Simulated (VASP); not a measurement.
Data:

```yaml
crystal:
  lattice:
    - [0.00000, 2.46830, 2.46830]
    - [2.46830, 0.00000, 2.46830]
    - [2.46830, 2.46830, 0.00000]
  atoms:
    - { symbol: Gd, position: [0.00000, 0.00000, 0.00000] }
    - { symbol: N, position: [0.50000, 0.50000, 0.50000] }
```

All values below come from vdW-DF-cx, VASP's PBE PAW potentials (set 64) (plane waves; VASP 6.6.1). Run with 520 eV cut-off, 12×12×12 Γ-centred mesh, first-order Methfessel-Paxton smearing of 0.10 eV, potentials Gd_3 N.

The 4f electrons are frozen in the core of the lanthanide potential, so 4f levels, which can set the real gap, and their magnetism are missing.

Question: Predict the energy per atom (σ→0), band gap (on the k-mesh) with the smallest direct gap where there is one.

Answer: 
```json
{
 "band gap (on the k-mesh)": "none (metal, semimetal or under 0.01 eV)",
 "energy per atom (σ→0)": "-6.411 eV/atom"
}
```

Total energies compare only between runs with the same potentials, cut-off and functional.

The compound is GdN in the rock salt structure. It was relaxed first. The start is the result of an earlier pass.
